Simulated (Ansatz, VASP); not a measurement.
# Ru (Ruthenium) in two plane-wave programs, part 2 of 2

Wanted: the spread between two codes on one cell, functional and k mesh. The cell is taken from a series of runs on this material, whose earlier steps may have relaxed, scaled, displaced or heated it; both programs get it as it stands.

VASP 6.6.1 and Ansatz 0.2.0.

So far: Starting point; Ansatz: zone-centre phonons, PBEsol.

## 3. VASP: zone-centre phonons, PBEsol

Level of this step: PBEsol; plane waves and PAW (Ru_pv) (VASP).

The same cell, functional, mesh and smearing now go to VASP, with its own data sets.

Lines of VASP's logs that name or quote its potential files are left out, and so is its time.

The input, INCAR:

```
SYSTEM = Ru
PREC = Accurate
ENCUT = 500
EDIFF = 1E-08
NELM = 120
ISMEAR = 1
SIGMA = 0.2
LREAL = .FALSE.
ALGO = Normal
GGA = PS
NBANDS = 20
LASPH = .TRUE.
LORBIT = 11
LWAVE = .FALSE.
LCHARG = .FALSE.
ISIF = 2
IBRION = 8
GGA_COMPAT = .FALSE.
KPAR = 2
```

The input, POSCAR:

```
Ru
1.0
    2.7275869711      0.0000000000      0.0000000000
   -1.3637934855      2.3621596080      0.0000000000
    0.0000000000      0.0000000000      4.2999045251
Ru
2
Direct
    0.3333333334      0.6666666668      0.2500000000
    0.6666666668      0.3333333334      0.7500000000
```

The input, KPOINTS:

```
Automatic mesh
0
Gamma
18 18 12
0 0 0
```

PAW data sets: Ru_pv (PBE family, release 64).

Command:

```
> mpirun -np 2 vasp_std
```

Numbers of over 12 decimals in the logs are rounded to 6 here.

Output:

```text
[banner, memory and clock lines left out]
running    2 mpi-ranks, on    1 nodes
 distrk:  each k-point on    1 cores,    2 groups
 distr:  one band on    1 cores,    1 groups

 POSCAR found type information on POSCAR Ru
 POSCAR found :  1 types and       2 ions
|                                                                             |
|               ----> ADVICE to this user running VASP <----                  |
|                                                                             |
|     You enforced a specific xc type in the INCAR file but a different       |
|     [... a line on the potential file left out ...]
|     I HOPE YOU KNOW WHAT YOU ARE DOING!                                     |
|                                                                             |

 LDA part: xc-table for (Slater+PW92), standard interpolation
 POSCAR, INCAR and KPOINTS ok, starting setup
 FFT: planning ... GRIDC
 FFT: planning ... GRID_SOFT
 FFT: planning ... GRID
 WAVECAR not read
 entering main loop
       N       E                     dE             d eps       ncg     rms          rms(c)
DAV:   1     0.279478759653E+03    0.27948E+03   -0.17385E+04 10360   0.151E+03
DAV:   2    -0.160479458248E+02   -0.29553E+03   -0.28711E+03 10692   0.451E+02
DAV:   3    -0.218966855493E+02   -0.58487E+01   -0.57999E+01 11824   0.707E+01
DAV:   4    -0.219432684894E+02   -0.46583E-01   -0.46540E-01 13648   0.592E+00
DAV:   5    -0.219439055810E+02   -0.63709E-03   -0.63568E-03 11636   0.592E-01    0.184E+01
DAV:   6    -0.203894022100E+02    0.15545E+01   -0.37194E+00 11976   0.192E+01    0.430E+00
DAV:   7    -0.203090101694E+02    0.80392E-01   -0.52934E-01 12020   0.523E+00    0.895E-01
DAV:   8    -0.203011778213E+02    0.78323E-02   -0.23439E-02 11404   0.112E+00    0.372E-01
DAV:   9    -0.202996458715E+02    0.15319E-02   -0.23848E-03 12028   0.548E-01    0.409E-02
DAV:  10    -0.202996383402E+02    0.75313E-05   -0.14290E-04 11552   0.121E-01    0.206E-02
DAV:  11    -0.202996411091E+02   -0.27689E-05   -0.44741E-06 12276   0.195E-02    0.121E-03
DAV:  12    -0.202996410123E+02    0.96820E-07   -0.84687E-08 11956   0.259E-03    0.107E-03
DAV:  13    -0.202996410186E+02   -0.63815E-08   -0.39659E-09  7748   0.619E-04
   1 F= -.20299641E+02 E0= -.20299734E+02  d E =0.280030E-03
 Linear response reoptimize wavefunctions to high precision
DAV:   1    -0.202996410242E+02   -0.55252E-08   -0.57510E-10  7432   0.254E-04
DAV:   2    -0.202996410241E+02    0.15007E-10   -0.51734E-11  7124   0.794E-05
 Linear response DOF=           2
 Linear response progress:
  Degree of freedom:   1/  2
       N       E                     dE             d eps       ncg     rms          rms(c)
RMM:   1    -0.519144564023E+00   -0.51914E+00    0.29499E+00 46352   0.596E+01
RMM:   2    -0.619767611628E+00   -0.10062E+00   -0.11708E-01 63741   0.290E+00    0.146E-01
RMM:   3    -0.618480799329E+00    0.12868E-02   -0.35996E-03 74505   0.497E-01    0.663E-02
RMM:   4    -0.617076690260E+00    0.14041E-02   -0.49456E-04 74403   0.179E-01    0.248E-02
RMM:   5    -0.616896599538E+00    0.18009E-03   -0.44096E-05 87585   0.449E-02    0.103E-02
RMM:   6    -0.616794857622E+00    0.10174E-03   -0.52534E-05 77718   0.138E-02    0.738E-03
RMM:   7    -0.616782730609E+00    0.12127E-04   -0.46523E-05 77012   0.828E-03    0.753E-04
RMM:   8    -0.616800862314E+00   -0.18132E-04   -0.27679E-05 97730   0.278E-03    0.350E-04
RMM:   9    -0.616808724059E+00   -0.78617E-05   -0.16097E-05 90703   0.127E-03    0.814E-05
RMM:  10    -0.616809379561E+00   -0.65550E-06   -0.91745E-06102866   0.824E-04    0.224E-05
RMM:  11    -0.616809736759E+00   -0.35720E-06   -0.53390E-06 95648   0.620E-04    0.949E-06
RMM:  12    -0.616809727100E+00    0.96586E-08   -0.32146E-06 99666   0.524E-04    0.406E-06
RMM:  13    -0.616809656308E+00    0.70792E-07   -0.18952E-06103242   0.469E-04    0.214E-06
RMM:  14    -0.616809743282E+00   -0.86974E-07   -0.13479E-06 99215   0.442E-04    0.111E-06
RMM:  15    -0.616809728861E+00    0.14421E-07   -0.91290E-07100696   0.423E-04    0.107E-06
RMM:  16    -0.616809736772E+00   -0.79114E-08   -0.66772E-07 97544   0.413E-04    0.935E-07
RMM:  17    -0.616809722062E+00    0.14711E-07   -0.47467E-07 96225   0.407E-04    0.198E-06
RMM:  18    -0.616809734853E+00   -0.12791E-07   -0.34847E-07 95689   0.403E-04    0.130E-06
RMM:  19    -0.616809742239E+00   -0.73861E-08   -0.26376E-07 97445   0.401E-04    0.117E-06
RMM:  20    -0.616809748058E+00   -0.58194E-08   -0.21342E-07 92646   0.399E-04    0.100E-06
RMM:  21    -0.616809752621E+00   -0.45630E-08   -0.15393E-07 96518   0.399E-04    0.906E-07
RMM:  22    -0.616809752978E+00   -0.35722E-09   -0.13590E-07 89924   0.398E-04    0.887E-07
RMM:  23    -0.616809752533E+00    0.44552E-09   -0.89022E-08 89722   0.398E-04    0.978E-07
 first order change of Fermi-energy   0.28116E-06
 force on displaced ion       1 direction 1 :  -7.115   0.001   0.000
 Linear response progress:
  Degree of freedom:   2/  2
       N       E                     dE             d eps       ncg     rms          rms(c)
RMM:   1    -0.629780322051E+00   -0.62978E+00    0.33966E+00 15980   0.603E+01
RMM:   2    -0.742067326586E+00   -0.11229E+00   -0.13012E-01 22139   0.301E+00    0.146E-01
RMM:   3    -0.741918249422E+00    0.14908E-03   -0.25292E-03 25826   0.466E-01    0.736E-02
RMM:   4    -0.741111385878E+00    0.80686E-03   -0.54074E-04 25403   0.172E-01    0.223E-02
RMM:   5    -0.740965315959E+00    0.14607E-03    0.10063E-06 29721   0.538E-02    0.149E-02
RMM:   6    -0.740905026484E+00    0.60289E-04   -0.21868E-05 26505   0.176E-02    0.112E-02
RMM:   7    -0.740840378658E+00    0.64648E-04    0.76061E-06 25374   0.105E-02    0.242E-03
RMM:   8    -0.740828081234E+00    0.12297E-04    0.27795E-05 30574   0.423E-03    0.698E-04
RMM:   9    -0.740835265330E+00   -0.71841E-05    0.15285E-05 29603   0.182E-03    0.886E-05
RMM:  10    -0.740835513681E+00   -0.24835E-06    0.12294E-05 30240   0.964E-04    0.456E-05
RMM:  11    -0.740836985988E+00   -0.14723E-05    0.49206E-06 33058   0.701E-04    0.129E-05
RMM:  12    -0.740837316691E+00   -0.33070E-06    0.31603E-06 32685   0.577E-04    0.477E-06
RMM:  13    -0.740837263313E+00    0.53377E-07    0.31726E-06 35329   0.517E-04    0.184E-06
RMM:  14    -0.740837503192E+00   -0.23988E-06    0.77972E-07 35565   0.482E-04    0.210E-06
RMM:  15    -0.740837428986E+00    0.74206E-07    0.13596E-06 33069   0.464E-04    0.348E-06
RMM:  16    -0.740837525818E+00   -0.96832E-07    0.21040E-07 33623   0.454E-04    0.268E-06
RMM:  17    -0.740837516663E+00    0.91548E-08    0.45248E-07 35025   0.448E-04    0.179E-06
RMM:  18    -0.740837578252E+00   -0.61589E-07   -0.87244E-08 35660   0.443E-04    0.142E-06
RMM:  19    -0.740837584118E+00   -0.58663E-08   -0.42654E-08 35279   0.440E-04    0.926E-07
 first order change of Fermi-energy   0.10767E-03
 force on displaced ion       1 direction 3 :   0.000  -0.000 -10.995
 Linear response finished
```

OUTCAR, selected parts (step 3):

```text
ion  position               nearest neighbor table
   1  0.333  0.667  0.250-   2 2.66   2 2.66   2 2.66   2 2.66   2 2.66   2 2.66
   2  0.667  0.333  0.750-   1 2.66   1 2.66   1 2.66   1 2.66   1 2.66   1 2.66

  LATTYP: Found a hexagonal cell.
 ALAT       =     2.7275869711
 C/A-ratio  =     1.5764500163

 Subroutine GETGRP returns: Found 24 space group operations
 (whereof 12 operations were pure point group operations)

The static configuration has the point symmetry D_3d.
 The point group associated with its full space group is D_6h.

 Found    259 irreducible k-points:

   k-points           NKPTS =    259   k-points in BZ     NKDIM =    259   number of bands    NBANDS=     20

   dimension x,y,z NGX =    20 NGY =   20 NGZ =   32
   dimension x,y,z NGXF=    40 NGYF=   40 NGZF=   64

   ENCUT  =  500.0 eV  36.75 Ry    6.06 a.u.   4.97  4.97  7.84*2*pi/ulx,y,z

   NELECT =      28.0000    total number of electrons

 k-points in reciprocal lattice and weights: Automatic mesh
   0.00000000  0.00000000  0.00000000       0.000
   0.05555556  0.00000000  0.00000000       0.002
   0.11111111  0.00000000  0.00000000       0.002
   0.16666667  0.00000000  0.00000000       0.002
   0.22222222  0.00000000  0.00000000       0.002
   0.27777778  0.00000000  0.00000000       0.002
   0.33333333  0.00000000  0.00000000       0.002
   0.38888889  0.00000000  0.00000000       0.002
   0.44444444  0.00000000  0.00000000       0.002
[...]
0.33333333  0.27777778  0.50000000       0.003
   0.33333333  0.33333333  0.50000000       0.001

 average (electrostatic) potential at core
       1 -67.4801       2 -67.4801

  Total       -2.1612533     -2.1612533     -2.1628111     -0.0000000      0.0000000      0.0000000
  in kB     -124.9883663   -124.9883663   -125.0784593     -0.0000000      0.0000000      0.0000000
  external PRESSURE =    -125.0183973 kB  Pullay stress =       0.0000000 kB

  energy-cutoff  :      500.00
  volume of cell :       27.70
      direct lattice vectors                 reciprocal lattice vectors
     2.727586971  0.000000000  0.000000000     0.366624423  0.211670709  0.000000000
    -1.363793486  2.362159608  0.000000000     0.000000000  0.423341419  0.000000000
     0.000000000  0.000000000  4.299904525     0.000000000  0.000000000  0.232563303

 POSITION                                       TOTAL-FORCE (eV/Angst)
 -----------------------------------------------------------------------------------
      0.00000      1.57477      1.07498         0.000000      0.000000      0.000000
      1.36379      0.78739      3.22493        -0.000000     -0.000000     -0.000000
 -----------------------------------------------------------------------------------
    total drift:                               -0.000000     -0.000000      0.000000

 Eigenvectors and eigenvalues of the dynamical matrix
 ----------------------------------------------------

   1 f  =    7.292014 THz    45.817078 2PiTHz  243.235420 cm-1    30.157335 meV
             X         Y         Z           dx          dy          dz
      0.000000  1.574773  1.074976     0.000000    0.000000   -0.707107
      1.363793  0.787387  3.224928     0.000000    0.000000    0.707107

   2 f  =    5.866093 THz    36.857750 2PiTHz  195.671805 cm-1    24.260201 meV
             X         Y         Z           dx          dy          dz
      0.000000  1.574773  1.074976     0.519797    0.479386    0.000000
      1.363793  0.787387  3.224928    -0.519797   -0.479386    0.000000

   3 f  =    5.866093 THz    36.857750 2PiTHz  195.671805 cm-1    24.260201 meV
             X         Y         Z           dx          dy          dz
      0.000000  1.574773  1.074976     0.479386   -0.519797   -0.000000
      1.363793  0.787387  3.224928    -0.479386    0.519797   -0.000000

   4 f  =    0.000000 THz     0.000001 2PiTHz    0.000003 cm-1     0.000000 meV
             X         Y         Z           dx          dy          dz
      0.000000  1.574773  1.074976     0.051409    0.471867   -0.524117
      1.363793  0.787387  3.224928     0.051409    0.471867   -0.524117

   5 f/i=    0.000000 THz     0.000000 2PiTHz    0.000002 cm-1     0.000000 meV
             X         Y         Z           dx          dy          dz
      0.000000  1.574773  1.074976     0.675795    0.117291    0.171885
      1.363793  0.787387  3.224928     0.675795    0.117291    0.171885

   6 f/i=    0.000000 THz     0.000001 2PiTHz    0.000003 cm-1     0.000000 meV
             X         Y         Z           dx          dy          dz
      0.000000  1.574773  1.074976     0.201640   -0.513405   -0.442444
      1.363793  0.787387  3.224928     0.201640   -0.513405   -0.442444

 ELASTIC MODULI CONTR FROM IONIC RELAXATION (kBar)
 Direction    XX          YY          ZZ          XY          YZ          ZX
 --------------------------------------------------------------------------------
 XX         -42.4709     42.4709      0.0000     -0.0000      0.0000      0.0000
 YY          42.4709    -42.4709     -0.0000     -0.0000      0.0000     -0.0000
 ZZ           0.0000     -0.0000     -0.0000      0.0000      0.0000      0.0000
 XY          -0.0000     -0.0000      0.0000    -42.4709      0.0000     -0.0000
 YZ           0.0000      0.0000      0.0000      0.0000      0.0000      0.0000
 ZX           0.0000     -0.0000      0.0000     -0.0000      0.0000     -0.0000
 --------------------------------------------------------------------------------
```

## 4. Comparison

Known differences besides the potentials themselves: the data sets hold 32 valence electrons in Ansatz (on its PAW soft_1 files) and 28 in VASP; the cutoff is 420 eV in Ansatz and 500 eV in VASP; Ansatz makes its cores anew for this functional, VASP keeps those of its PBE data sets. Total energies have different zeros and are not compared.

Compared:

```tsv
quantity	Ansatz	VASP	difference
optical mode 1 to 2 (cm⁻¹)	195.7	195.7	+0.03 %
optical mode 3 (cm⁻¹)	243.3	243.2	+0.02 %
```

Modes are paired by rising frequency, not by their patterns, so a pair may set unlike modes beside each other; they are those without the splitting of longitudinal modes.

## 5. Summary of results

```yaml
r_m_s_difference_of_the_optical_zone_centre_modes_each_program_s_sorted_by_frequency_zone_centre_phonons_pbesol: 0.054 cm⁻¹
```

In words: The r.m.s. difference of the optical zone-centre modes, each program's sorted by frequency is 0.054 cm⁻¹ (zone-centre phonons, PBEsol). The data sets hold unlike numbers of valence electrons (32 in Ansatz and 28 in VASP), so part of the differences comes from the potentials. How closely two codes agree says nothing of how well the functional describes the real material.

[Lines on the potential files, build, host, timing and source positions are cut from VASP's logs without a mark.]

[Logs are printed without paths, hosts, clocks, repeated set-up lines and the standing remarks that a program may print on its own settings, such as how far it seeks lower states.]

[Hosts, paths, dates, database ids (printed as entryN), source tags and the programs' standing remarks are cut or masked in the printed files.]
